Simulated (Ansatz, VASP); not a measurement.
**Cross-check of HfCo between VASP and Ansatz**

Aim: how closely do two programs agree when they are given the same cell, functional and k mesh? The cell is taken from a series of runs on this material, whose earlier steps may have relaxed, scaled, displaced or heated it; both programs get it as it stands.

Calculated with Ansatz 0.2.0; plane waves, with VASP 6.6.1 beside it; relaxation of cell and atoms at PBEsol and zone-centre phonons at PBEsol.

## Step 1: The starting structure

The structure is cubic, space group Pm-3m (No. 221). The conventional cell has a = 3.110 Å, b = 3.110 Å, c = 3.110 Å, α = 90.00°, β = 90.00°, γ = 90.00°. Nearest to Hf lie 8 Co at 2.69 Å. Co has 8 Hf at 2.69 Å nearest. Farther neighbours are not listed.

## Step 2: VASP: relaxation of cell and atoms, PBEsol

The relaxed volume is the usual yardstick between codes: in a stiff, nearly cubic crystal its relative difference is about their pressure difference at one cell divided by the bulk modulus.

Lines of VASP's logs that name or quote its potential files are left out, and so is its time.

INCAR

```
SYSTEM = HfCo
PREC = Accurate
ENCUT = 600
EDIFF = 1E-07
NELM = 120
ISMEAR = 1
SIGMA = 0.2
LREAL = .FALSE.
ALGO = Normal
GGA = PS
NBANDS = 15
LASPH = .TRUE.
LORBIT = 11
LWAVE = .FALSE.
LCHARG = .FALSE.
ISIF = 3
IBRION = 2
NSW = 80
EDIFFG = -0.005
GGA_COMPAT = .FALSE.
NELMIN = 4
KPAR = 2
```

POSCAR

```
HfCo
1.0
    3.1101590000      0.0000000000      0.0000000000
    0.0000000000      3.1101590000      0.0000000000
    0.0000000000      0.0000000000      3.1101590000
Hf Co
1 1
Direct
    0.5000001608      0.5000001608      0.5000001608
    0.0000001608      0.0000001608      0.0000001608
```

KPOINTS

```
Automatic mesh
0
Gamma
16 16 16
0 0 0
```

The projector-augmented-wave data sets are Hf_pv and Co (PBE family, release 64).

On the command line:

```console
$ mpirun -np 2 vasp_std
```

Numbers of over 12 decimals in the logs are rounded to 6 here.

Log:

```text
[banner, memory and clock lines left out]
running    2 mpi-ranks, on    1 nodes
 distrk:  each k-point on    1 cores,    2 groups
 distr:  one band on    1 cores,    1 groups

 POSCAR found type information on POSCAR HfCo
 POSCAR found :  2 types and       2 ions
|                                                                             |
|               ----> ADVICE to this user running VASP <----                  |
|                                                                             |
|     You enforced a specific xc type in the INCAR file but a different       |
|     [... a line on the potential file left out ...]
|     I HOPE YOU KNOW WHAT YOU ARE DOING!                                     |
|                                                                             |

 LDA part: xc-table for (Slater+PW92), standard interpolation
 POSCAR, INCAR and KPOINTS ok, starting setup
 FFT: planning ... GRIDC
 FFT: planning ... GRID_SOFT
 FFT: planning ... GRID
 WAVECAR not read
 entering main loop
       N       E                     dE             d eps       ncg     rms          rms(c)
DAV:   1     0.827985002663E+02    0.82799E+02   -0.10136E+04  4966   0.150E+03
DAV:   2    -0.168461849210E+02   -0.99645E+02   -0.94461E+02  5503   0.305E+02
DAV:   3    -0.207628468428E+02   -0.39167E+01   -0.38204E+01  6329   0.582E+01
DAV:   4    -0.208348503208E+02   -0.72003E-01   -0.71941E-01  5657   0.784E+00
DAV:   5    -0.208371658070E+02   -0.23155E-02   -0.23154E-02  6626   0.141E+00    0.725E+01
DAV:   6    -0.272239988561E+02   -0.63868E+01   -0.41420E+01  5188   0.103E+02    0.231E+01
DAV:   7    -0.236766056106E+02    0.35474E+01   -0.42831E+01  5979   0.107E+02    0.548E+01
DAV:   8    -0.198035773045E+02    0.38730E+01   -0.25433E+01  6013   0.642E+01    0.881E+00
DAV:   9    -0.192612449232E+02    0.54233E+00   -0.74874E-01  6510   0.125E+01    0.587E+00
DAV:  10    -0.191382102417E+02    0.12303E+00   -0.14820E-01  6105   0.258E+00    0.393E+00
DAV:  11    -0.190736660546E+02    0.64544E-01   -0.48216E-02  7170   0.222E+00    0.238E+00
DAV:  12    -0.190573715343E+02    0.16295E-01   -0.13912E-02  7553   0.144E+00    0.140E+00
DAV:  13    -0.190537650240E+02    0.36065E-02   -0.98403E-03  6137   0.125E+00    0.670E-01
DAV:  14    -0.190506767913E+02    0.30882E-02   -0.32136E-03  7119   0.750E-01    0.256E-01
DAV:  15    -0.190505469777E+02    0.12981E-03   -0.23735E-04  6191   0.123E-01    0.167E-01
DAV:  16    -0.190503415088E+02    0.20547E-03   -0.35488E-04  7002   0.224E-01    0.243E-02
DAV:  17    -0.190503424983E+02   -0.98946E-06   -0.25678E-05  5251   0.366E-02    0.220E-02
DAV:  18    -0.190503427397E+02   -0.24139E-06   -0.10218E-06  6947   0.135E-02    0.603E-03
DAV:  19    -0.190503425546E+02    0.18509E-06   -0.61270E-07  5794   0.108E-02    0.199E-03
DAV:  20    -0.190503425478E+02    0.67930E-08   -0.35656E-08  2552   0.237E-03
   1 F= -.19050343E+02 E0= -.19050770E+02  d E =-.190503E+02
 curvature:   0.00 expect dE= 0.000E+00 dE for cont linesearch  0.000E+00
 trial: gam= 0.00000 g(F)=  0.000E+00 g(S)=  0.399E-02 ort = 0.000E+00 (trialstep = 0.100E+01)
 search vector abs. value=  0.399E-02
 bond charge predicted
       N       E                     dE             d eps       ncg     rms          rms(c)
DAV:   1    -0.191254840013E+02   -0.75141E-01   -0.86916E-01  5314   0.134E+01    0.542E+00
DAV:   2    -0.197495745295E+02   -0.62409E+00   -0.29356E+00  5837   0.262E+01    0.127E+01
DAV:   3    -0.190548933573E+02    0.69468E+00   -0.17727E+00  5839   0.215E+01    0.851E-01
DAV:   4    -0.190502431873E+02    0.46502E-02   -0.50464E-02  5626   0.213E+00    0.388E-01
DAV:   5    -0.190497061457E+02    0.53704E-03   -0.20430E-03  6540   0.456E-01    0.538E-01
DAV:   6    -0.190494956223E+02    0.21052E-03   -0.53766E-04  7510   0.306E-01    0.172E-01
DAV:   7    -0.190494973703E+02   -0.17479E-05   -0.39205E-05  5897   0.694E-02    0.473E-02
DAV:   8    -0.190494946089E+02    0.27613E-05   -0.26470E-06  7227   0.194E-02    0.165E-02
DAV:   9    -0.190494930091E+02    0.15998E-05   -0.28037E-06  7305   0.215E-02    0.545E-03
DAV:  10    -0.190494929940E+02    0.15085E-07   -0.12829E-07  2855   0.345E-03
   2 F= -.19049493E+02 E0= -.19049869E+02  d E =0.849554E-03
 trial-energy change:    0.000850  1 .order    0.000946   -0.003988    0.005880
 step:   0.4184(harm=  0.4041)  dis= 0.00000  next Energy=   -19.051184 (dE=-0.841E-03)
 bond charge predicted
       N       E                     dE             d eps       ncg     rms          rms(c)
DAV:   1    -0.190768058099E+02   -0.27313E-01   -0.29135E-01  5230   0.787E+00    0.305E+00
DAV:   2    -0.193133405468E+02   -0.23653E+00   -0.11139E+00  5964   0.151E+01    0.894E+00
DAV:   3    -0.190543540370E+02    0.25899E+00   -0.70640E-01  5965   0.127E+01    0.833E-01
DAV:   4    -0.190512954798E+02    0.30586E-02   -0.18229E-02  5890   0.156E+00    0.243E-01
DAV:   5    -0.190512892068E+02    0.62731E-05   -0.34576E-04  6992   0.236E-01    0.274E-01
DAV:   6    -0.190511760929E+02    0.11311E-03   -0.15318E-04  7437   0.136E-01    0.357E-02
DAV:   7    -0.190511761842E+02   -0.91321E-07   -0.13151E-05  5174   0.299E-02    0.167E-02
DAV:   8    -0.190511760237E+02    0.16046E-06   -0.10344E-06  7327   0.122E-02    0.577E-03
DAV:   9    -0.190511760058E+02    0.17881E-07   -0.14401E-07  3747   0.297E-03
   3 F= -.19051176E+02 E0= -.19051581E+02  d E =-.833458E-03
 curvature:  -0.20 expect dE=-0.446E-07 dE for cont linesearch -0.446E-07
 trial: gam= 0.00000 g(F)=  0.102E-48 g(S)=  0.221E-06 ort =-0.297E-04 (trialstep = 0.884E+00)
 search vector abs. value=  0.221E-06
 reached required accuracy - stopping structural energy minimisation
```

Parts of OUTCAR (step 2):

```text
ion  position               nearest neighbor table
   1  0.500  0.500  0.500-   2 2.69   2 2.69   2 2.69   2 2.69   2 2.69   2 2.69   2 2.69   2 2.69

  LATTYP: Found a simple cubic cell.
 ALAT       =     3.1101590000

 Subroutine GETGRP returns: Found 48 space group operations
 (whereof 48 operations were pure point group operations)

The static configuration has the point symmetry O_h .

 Found    165 irreducible k-points:

   k-points           NKPTS =    165   k-points in BZ     NKDIM =    165   number of bands    NBANDS=     15

   dimension x,y,z NGX =    28 NGY =   28 NGZ =   28
   dimension x,y,z NGXF=    56 NGYF=   56 NGZF=   56

   ENCUT  =  600.0 eV  44.10 Ry    6.64 a.u.   6.21  6.21  6.21*2*pi/ulx,y,z

   NELECT =      19.0000    total number of electrons

 k-points in reciprocal lattice and weights: Automatic mesh
   0.00000000  0.00000000  0.00000000       0.000
   0.06250000  0.00000000  0.00000000       0.001
   0.12500000  0.00000000  0.00000000       0.001
   0.18750000  0.00000000  0.00000000       0.001
   0.25000000  0.00000000  0.00000000       0.001
   0.31250000  0.00000000  0.00000000       0.001
   0.37500000  0.00000000  0.00000000       0.001
   0.43750000  0.00000000  0.00000000       0.001
   0.50000000  0.00000000  0.00000000       0.001
[...]
0.50000000  0.50000000  0.43750000       0.001
   0.50000000  0.50000000  0.50000000       0.000

 average (electrostatic) potential at core
       1 -34.2733       2 -80.5967

 E-fermi :   7.5120

 k-point     1 :       0.0000    0.0000    0.0000
  band No.  band energies     occupation
    ...
      5       3.5344      2.00000
      6       3.5344      2.00000
      7       6.1074      2.00000
      8       6.1074      2.00000
      9       6.1074      2.00000
     10       8.6938     -0.00000
     11       8.6938     -0.00000
     12      13.1283      0.00000
     13      13.1283      0.00000
     14      13.1283      0.00000
    ...

 k-point     2 :       0.0625    0.0000    0.0000
  band No.  band energies     occupation
    ...
      5       3.5739      2.00000
      6       3.5859      2.00000
      7       6.1031      2.00000
      8       6.1031      2.00000
      9       6.1200      2.00000
     10       8.6456     -0.00000
     11       8.7135     -0.00000
     12      12.7500      0.00000
     13      12.7500      0.00000
     14      13.1100      0.00000
    ...

 k-point     3 :       0.1250    0.0000    0.0000
  band No.  band energies     occupation
    ...
      5       3.6912      2.00000
      6       3.7299      2.00000
      7       6.0919      2.00000
      8       6.0919      2.00000
      9       6.1563      2.00000
     10       8.5028     -0.00000
     11       8.7563     -0.00000
     12      11.9936      0.00000
     13      11.9936      0.00000
     14      13.0573      0.00000
    ...

  Total        0.0017462      0.0017462      0.0017462     -0.0000000      0.0000000     -0.0000000
  in kB        0.0936609      0.0936609      0.0936609     -0.0000000      0.0000000     -0.0000000
  external PRESSURE =       0.0936609 kB  Pullay stress =       0.0000000 kB

  energy-cutoff  :      600.00
  volume of cell :       29.87
      direct lattice vectors                 reciprocal lattice vectors
     3.102790626  0.000000000  0.000000000     0.322290519 -0.000000000  0.000000000
     0.000000000  3.102790626  0.000000000     0.000000000  0.322290519  0.000000000
    -0.000000000  0.000000000  3.102790626    -0.000000000 -0.000000000  0.322290519

 POSITION                                       TOTAL-FORCE (eV/Angst)
 -----------------------------------------------------------------------------------
      1.55140      1.55140      1.55140         0.000000      0.000000      0.000000
      0.00000      0.00000      0.00000        -0.000000      0.000000      0.000000
 -----------------------------------------------------------------------------------
    total drift:                               -0.000112     -0.000112     -0.000112

  FREE ENERGIE OF THE ION-ELECTRON SYSTEM (eV)
  ---------------------------------------------------
  free  energy   TOTEN  =       -19.0511760058 eV

  energy  without entropy=      -19.0523896614  energy(sigma->0) =      -19.05158056

 reached required accuracy - stopping structural energy minimisation

 total charge
# of ion       s       p       d       tot
------------------------------------------
    1        0.410   6.542   1.625   8.576
    2        0.532   0.432   7.411   8.375
--------------------------------------------------
tot          0.942   6.973   9.036  16.951

[... 3 further parts left out ...]
```

CONTCAR:

```
HfCo
   1.00000000000000
     3.1027906263541980    0.0000000000000000    0.0000000000000000
     0.0000000000000000    3.1027906263541980    0.0000000000000000
    -0.0000000000000000    0.0000000000000000    3.1027906263541980
  Hf              Co
     1     1
Direct
     0.5000001607999991    0.5000001607999991    0.5000001607999991
     0.0000001607999991    0.0000001607999991    0.0000001607999991
```

## Step 3: Ansatz: relaxation of cell and atoms, PBEsol

Ansatz runs on its PAW soft_1 files.

The same cell, functional, mesh and smearing now go to Ansatz, which takes its cutoff from its data sets.

input.yaml

```yaml
crystal:
  lattice:
    - [3.1101591416, 0.0, 0.0]
    - [0.0, 3.1101591416, 0.0]
    - [0.0, 0.0, 3.1101591416]
  atoms:
    - { symbol: Hf, position: [0.5, 0.5, 0.5] }
    - { symbol: Co, position: [0.0, 0.0, 0.0] }
kpoints:
  mp_grid: { grid: [16, 16, 16] }
hamiltonian:
  xc: pbesol
  pseudopotentials: { kind: paw, azcp: { folder: soft_1 }, xc_functional: pbe }
scf:
  occupations: { method: methfessel_paxton, width: 0.2 }
output:
  forces: true
  stress: true
  eigenvalues: true
relax:
  adjacent_minimum: "off"
  f_tol: 0.001
  max_steps: 60
  cell: { stress_tol: 0.01 }
```

On the command line:

```console
$ ansatz run input.yaml --threads 4 --pin off --max-ram 10240MiB --backend cpu --events-out ev --progress --plain --runs-dir out
```

Log:

```text
Engine: ansatz 0.2.0, aarch64-unknown-linux-gnu
Pseudopotentials: kind: paw
Pseudopotential: Hf, paw, valence charge 26, recommended cutoff 420 eV (normal), soft_1/Hf.paw.azcp
Pseudopotential: Co, paw, valence charge 17, recommended cutoff 420 eV (normal), soft_1/Co.paw.azcp
Functional definition: PBEsol
  exchange = pbesol_x
  correlation = pbesol_c
Crystal: 2 atoms, lattice volume = 30.085 Å³
Basis set: ecut = 420 eV, 619 PW (Γ), exchange–correlation on 48×48×48 points (8 copies of the dense FFT grid, shifted against one another)
Bands: 26, of which v1, the nominal top of the filled ones, is band 22 counted from 1 (21 counted from 0)
Symmetry: 48 space group operations
Space group: Pm-3m (ITA 221), of the structure as read, at distance tolerance 3.1e-5 Å
k-points: 165 of 4096
Non-local potential: Hf, projectors of the file, l = 0: 3, l = 1: 2, l = 2: 2, l = 3: 3
Non-local potential: Co, projectors of the file, l = 0: 3, l = 1: 2, l = 2: 3, l = 3: 1
PAW form: soft (Blöchl's): semilocal exchange-correlation on the pseudo side does not see the compensation charge
PAW frozen core: Hf, regenerated for the run's functional, and the local potential with it (the file was generated under x = pbe(κ = 0.804, μ = 0.219515), c = pbe(β = 0.066725))
PAW frozen core: Co, regenerated for the run's functional, and the local potential with it (the file was generated under x = pbe(κ = 0.804, μ = 0.219515), c = pbe(β = 0.066725))
PAW one-centre angular grid: Hf, 590 points (default); XC on 64 Gauss nodes
PAW one-centre angular grid: Co, 590 points (default); XC on 64 Gauss nodes
Initial density: superposition of atomic densities (chi_scale 0.1, normalization cell, long waves kept (reshape's long-wave potential 0.00 eV rms))
Initial wavefunctions: pseudopotential atomic-orbital guess
Functional: x = pbesol(κ = 0.804, μ = 0.123457), c = pbesol(β = 0.046)
SCF iter   1: F=—  HF=-20693.467847 eV  |F-HF|=—  |Δ(HF+E_count)|=         —  Δρ=2.42e-1  dr2=1.43e1  ethr=3.10e-3  ⟨swp⟩=4.3  Hψ=15061  notcnv=0
preconditioner: auto → Kerker (q_TF=auto, 2.896 Å⁻¹)  [metal: Δε(μ)=0.001 eV  Ē_g=14.315 eV  σ=0.200 eV  W_gap=0.00  n_scr=18 (ndim 8)  ℏωp=38.9 eV  f_vac=0.000  D(μ)=4.66/eV (n_scr^D=80)]
SCF iter   2: F=—  HF=-20692.665147 eV  |F-HF|=—  |Δ(HF+E_count)|=   8.03e-1  S|Δr|=    0.00e0  Δρ=8.84e-2  dr2=2.03e0  ethr=3.10e-3  ⟨swp⟩=2.0  Hψ=6827  notcnv=0
SCF iter   3: F=—  HF=-20692.555294 eV  |F-HF|=—  |Δ(HF+E_count)|=   1.10e-1  S|Δr|=    0.00e0  Δρ=7.65e-3  dr2=1.15e-2  ethr=3.10e-3  ⟨swp⟩=2.0  Hψ=4929  notcnv=0
SCF iter   4: F=—  HF=-20692.558745 eV  |F-HF|=—  |Δ(HF+E_count)|=   3.45e-3  S|Δr|=    0.00e0  Δρ=3.15e-3  dr2=2.80e-3  ethr=2.67e-5  ⟨swp⟩=2.0  Hψ=8152  notcnv=0
SCF iter   5: F=—  HF=-20692.558418 eV  |F-HF|=—  |Δ(HF+E_count)|=   3.26e-4  S|Δr|=    0.00e0  Δρ=2.30e-3  dr2=1.52e-3  ethr=6.52e-6  ⟨swp⟩=2.5  Hψ=8080  notcnv=0  defer=2
SCF iter   6: F=—  HF=-20692.557556 eV  |F-HF|=—  |Δ(HF+E_count)|=   8.63e-4  S|Δr|=    0.00e0  Δρ=4.78e-4  dr2=6.33e-5  ethr=3.53e-6  ⟨swp⟩=2.1  Hψ=6837  notcnv=0
SCF iter   7: F=—  HF=-20692.557547 eV  |F-HF|=—  |Δ(HF+E_count)|=   8.93e-6  S|Δr|=    0.00e0  Δρ=1.54e-4  dr2=1.17e-5  ethr=1.47e-7  ⟨swp⟩=2.4  Hψ=6946  notcnv=0
SCF iter   8: F=—  HF=-20692.557543 eV  |F-HF|=—  |Δ(HF+E_count)|=   3.65e-6  S|Δr|=    0.00e0  Δρ=6.91e-5  dr2=2.07e-6  ethr=2.72e-8  ⟨swp⟩=2.1  Hψ=5704  notcnv=0
SCF iter   9: F=-20692.557543 eV  HF=-20692.557543 eV  |F-HF|=3.53e-8  |Δ(HF+E_count)|=   1.38e-7  S|Δr|=    0.00e0  Δρ=1.01e-5  dr2=2.35e-8  ethr=2.33e-10  ⟨swp⟩=4.9  Hψ=21777  notcnv=0
SCF 1 converged in 9 iterations: F = -20692.557543 eV  dr2 = 2.35e-8
  greatest PAW one-centre occupation: 1.000 electrons in one spin orbital (limit 2), on the Co atom at site 1 (counted from 0), in its partial waves of l = 1
relax step   1: F+E_penalty+E_count = -20692.55754291 eV  Δ(F+E_penalty+E_count) = +0.000e0 eV  max|allowed force component| = 2.051e-29 eV/Å  Δτ_max = 0.0000 Å  P = -0.141 GPa  Ω = 30.085 Å³  (9 SCF iters, dr2 threshold 1.00e-7 eV, accepted)
[...]
relax step   2: F+E_penalty+E_count = -20692.55756968 eV  Δ(F+E_penalty+E_count) = -2.677e-5 eV  max|allowed force component| = 2.630e-29 eV/Å  Δτ_max = 0.0000 Å  P = +0.108 GPa  Ω = 30.043 Å³  energy of the carried Pulay correction = +2.228e-5 eV  (4 SCF iters, dr2 threshold 5.00e-8 eV, accepted)
[...]
relax step   3: F+E_penalty+E_count = -20692.55756614 eV  Δ(F+E_penalty+E_count) = +3.541e-6 eV  max|allowed force component| = 9.729e-30 eV/Å  Δτ_max = 0.0000 Å  P = -0.000 GPa  Ω = 30.061 Å³  energy of the carried Pulay correction = +1.264e-5 eV  (4 SCF iters, dr2 threshold 2.91e-8 eV, accepted)
[...]
relax step   4: F+E_penalty+E_count = -20692.55755504 eV  Δ(F+E_penalty+E_count) = +1.110e-5 eV  max|allowed force component| = 1.032e-29 eV/Å  Δτ_max = 0.0000 Å  P = -0.000 GPa  Ω = 30.061 Å³  stress off target by 2.96e-4 GPa  SCF on the basis re-selected at this cell (its energy is not comparable with the rows above)  (7 SCF iters)
basis re-selected at this cell: Δ(F+E_penalty+E_count) = +1.110e-5 eV, ΔP = -0.000 GPa vs the last step (what re-selecting the basis moved, of the pressure what is left beyond the Pulay correction that the steps carried, after the strain that the cell walked since its last selection, with what the two solves' SCF thresholds leave and, on support functions, any second-order correction that the steps lacked; it is no m [...]
SCF converged after 7 iterations
Stability not checked: this state was not tested for a lower state beside it, because cold or Methfessel-Paxton smearing, or corrected tetrahedra, fill the levels in a way that the test cannot read (fill_not_monotonic; see scf.lower_state_search)
Free energy (F): -20692.557555 eV
Harris-Foulkes:  -20692.557555 eV  (|F-HF|=0.00e0)
Internal energy: -20692.558670 eV  (E = F + TS)
E sigma→0 (E₀):  -20692.557834 eV
Entropy (-TS):   0.001115 eV (0.557 meV/atom)
Fermi energy:    20.329617 eV
--- Per-component energies (eV) ---
  E_band       = -164.000474
  E_kinetic    = 706.344184
  E_local      = -8516.339590  (includes V_loc(G=0)·N_el)
  E_nonlocal   = 503.575368
  E_hartree    = 4069.384554
  E_xc         = -358.041047
  E_vxc        = -375.309035  (∫ρ·V_xc dr)
  E_paw        = -9117.448611  (= ΣΔE_a)
  E_vpaw       = -621.040627  (= ΣTr[D̂ρ^β])
  E_aug_tail   = 0.000145  (compensation charges beyond the density's cutoff)
  E_ewald      = -7981.473148
  E_core_change = 1.439476  (= ΣΔE_core)
  E_smearing   = 0.001115  (= −TS)
  E_closure    = 0.000000  (closes the sum)
  Σ components = -20692.557555   (vs F -20692.557555, Δ=0.00e0)
--- Forces (eV/Å), atoms counted from 1 ---
  atom   1  Hf    -0.00000000    -0.00000000    -0.00000000
  atom   2  Co    -0.00000000    -0.00000000     0.00000000
  max |Σ_I F_I| component: 2.56e-29 eV/Å
--- Stress (GPa, compression-positive) ---
       -0.000296       0.000000      -0.000000
        0.000000      -0.000296      -0.000000
       -0.000000      -0.000000      -0.000296
  P = ⅓ Tr σ = -0.0003 GPa (-0.003 kbar)
--- Band table (eV; the first three rows and the last of 165) ---
  k-point 0: bands = [... 18 lower, 18.9355, 18.9355, 18.9355, 21.5116, 21.5116, 25.8983, 25.8983, 25.8983]
  k-point 1: bands = [... 18 lower, 18.9317, 18.9317, 18.9488, 21.4637, 21.5309, 25.5242, 25.5242, 25.8800]
  k-point 2: bands = [... 18 lower, 18.9219, 18.9219, 18.9870, 21.3218, 21.5725, 24.7749, 24.7749, 25.8275]
  k-point 164: bands = [... 18 lower, 18.3035, 18.3035, 18.3035, 19.7432, 19.7432, 25.4096, 27.5044, 27.5044]
--- Relaxed structure (3 steps of the walk, 3 accepted, 1 SCFs on fresh bases) ---
  F+E_penalty+E_count = -20692.55755504 eV   max|allowed force component| = 1.032e-29 eV/Å   (the final SCF, on the basis selected at the relaxed cell)
  cell:  # Å, volume = 30.0610 Å³
    - [3.109338, 0, 0]
    - [0, 3.109338, 0.0]
    - [0, 0.0, 3.109338]
  atoms:
    - { symbol: Hf, position: [0.5, 0.5, 0.5] }
    - { symbol: Co, position: [0, 0, 0] }
```

## Step 4: Differences

Known differences besides the potentials themselves: the data sets hold 43 valence electrons in Ansatz (on its PAW soft_1 files) and 19 in VASP; the cutoff is 420 eV in Ansatz and 600 eV in VASP; Ansatz makes its cores anew for this functional, VASP keeps those of its PBE data sets; Ansatz adds a Pulay correction to the stress that steers its cell, VASP none. Total energies have different zeros and are not compared.

The two programs side by side:

| quantity | Ansatz | VASP | difference |
| --- | --- | --- | --- |
| volume (Å³) | 30.06 | 29.87 | +0.63 % |
| edge a after relaxation, in the typed setting (Å) | 3.109 | 3.103 | +0.21 % |

(Continued in part 2 of 2.)

[Lines on the potential files, build, host, timing and source positions are cut from VASP's logs without a mark.]

[Logs are printed without paths, hosts, clocks, repeated set-up lines and the standing remarks that a program may print on its own settings, such as how far it seeks lower states.]

[Hosts, paths, dates, database ids (printed as entryN), source tags and the programs' standing remarks are cut or masked in the printed files.]
